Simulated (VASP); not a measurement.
Computed with PBE GGA, VASP's PBE PAW potentials (set 64) (plane waves; VASP 6.6.1).

VASP input:

### KPOINTS
```
Automatic
0
gamma
  10 10 10
```

**INCAR**
```
# general
SYSTEM  =  MgO
PREC    =  Accurate
ENCUT   =  520
LREAL   =  .FALSE.
LASPH   =  .TRUE.

# electronic loop
EDIFF   =  1E-6
NELM    =  100
ALGO    =  Normal

# smearing
ISMEAR  =  0
SIGMA   =  0.05

# functional
GGA     =  PE

# output
LWAVE   =  .FALSE.
LCHARG  =  .TRUE.
```

POSCAR:
```
MgO
1
    0.0000000000     2.1234462331     2.1234462331
    2.1234462331     0.0000000000     2.1234462331
    2.1234462331     2.1234462331     0.0000000000
Mg O
1 1
Direct
  0.0000000000   0.0000000000   0.0000000000
  0.5000000000   0.5000000000   0.5000000000
```

POTCAR, in this order: Mg O (PBE.64 set). Program: vasp_std.

Output of the run:

**OUTCAR**
```
 ion  position               nearest neighbor table
   1  0.000  0.000  0.000-   2 2.12   2 2.12   2 2.12   2 2.12   2 2.12   2 2.12
   2  0.500  0.500  0.500-   1 2.12   1 2.12   1 2.12   1 2.12   1 2.12   1 2.12
  LATTYP: Found a face centered cubic cell.
 ALAT       =     4.2468924662
 Subroutine PRICEL returns:
 Original cell was already a primitive cell.
 Subroutine GETGRP returns: Found 48 space group operations
The static configuration has the point symmetry O_h .
The dynamic configuration has the point symmetry O_h .
 Subroutine INISYM returns: Found 48 space group operations
 Subroutine IBZKPT returns following result:
 Found     47 irreducible k-points:

 Following reciprocal coordinates:
            Coordinates               Weight
  0.000000  0.000000  0.000000      1.000000
  0.100000  0.000000  0.000000      8.000000
  0.200000  0.000000  0.000000      8.000000
  0.300000  0.000000  0.000000      8.000000
  0.400000  0.000000  0.000000      8.000000
  0.500000  0.000000  0.000000      4.000000
  0.100000  0.100000  0.000000      6.000000
  0.200000  0.100000  0.000000     24.000000
  0.300000  0.100000  0.000000     24.000000
  0.400000  0.100000  0.000000     24.000000
  0.500000  0.100000  0.000000     24.000000
 -0.400000  0.100000  0.000000     24.000000
 -0.300000  0.100000  0.000000     24.000000
 -0.200000  0.100000  0.000000     24.000000
 -0.100000  0.100000  0.000000     12.000000
  0.200000  0.200000  0.000000      6.000000
  0.300000  0.200000  0.000000     24.000000
  0.400000  0.200000  0.000000     24.000000
  0.500000  0.200000  0.000000     24.000000
 -0.400000  0.200000  0.000000     24.000000
 -0.300000  0.200000  0.000000     24.000000
 -0.200000  0.200000  0.000000     12.000000
  0.300000  0.300000  0.000000      6.000000
  0.400000  0.300000  0.000000     24.000000
...
```

**OSZICAR**
```
       N       E                     dE             d eps       ncg     rms          rms(c)
DAV:   1     0.127205641204E+02    0.12721E+02   -0.48709E+03   896   0.886E+02
DAV:   2    -0.130943450022E+02   -0.25815E+02   -0.22746E+02   952   0.136E+02
DAV:   3    -0.134683510426E+02   -0.37401E+00   -0.37401E+00   896   0.185E+01
DAV:   4    -0.134688678848E+02   -0.51684E-03   -0.51684E-03  1040   0.704E-01
DAV:   5    -0.134688683467E+02   -0.46197E-06   -0.46197E-06   936   0.147E-02    0.720E+00
DAV:   6    -0.119330977454E+02    0.15358E+01   -0.10267E+01   752   0.224E+01    0.231E+00
DAV:   7    -0.119174608781E+02    0.15637E-01   -0.52239E-02   816   0.270E+00    0.132E+00
DAV:   8    -0.119117940513E+02    0.56668E-02   -0.25836E-02   768   0.243E+00    0.162E-01
DAV:   9    -0.119116862197E+02    0.10783E-03   -0.42471E-04  1064   0.186E-01    0.758E-02
DAV:  10    -0.119117965300E+02   -0.11031E-03   -0.13953E-04   792   0.126E-01    0.537E-03
DAV:  11    -0.119117967154E+02   -0.18540E-06   -0.99165E-07   952   0.901E-03
   1 F= -.11911797E+02 E0= -.11911797E+02  d E =-.236590E-12
```

### OUTCAR
```
------------------------ aborting loop because EDIFF is reached ----------------------------------------
  FORCE on cell =-STRESS in cart. coord.  units (eV):
  Direction    XX          YY          ZZ          XY          YZ          ZX
  --------------------------------------------------------------------------------------
  Total       -0.0041459     -0.0041459     -0.0041459     -0.0000000      0.0000000      0.0000000
  in kB       -0.3468764     -0.3468764     -0.3468764     -0.0000000      0.0000000      0.0000000
  external PRESSURE =      -0.3468764 kB  Pullay stress =       0.0000000 kB
  volume of cell :       19.15
      direct lattice vectors                 reciprocal lattice vectors
     0.000000000  2.123446233  2.123446233    -0.235466287  0.235466287  0.235466287
     2.123446233  0.000000000  2.123446233     0.235466287 -0.235466287  0.235466287
     2.123446233  2.123446233  0.000000000     0.235466287  0.235466287 -0.235466287
  FREE ENERGIE OF THE ION-ELECTRON SYSTEM (eV)
  ---------------------------------------------------
  free  energy   TOTEN  =       -11.9117967154 eV

  energy  without entropy=      -11.9117967154  energy(sigma->0) =      -11.91179672
```
(Selected blocks of OUTCAR.)

The compound is MgO in the rock salt structure. It was relaxed first.
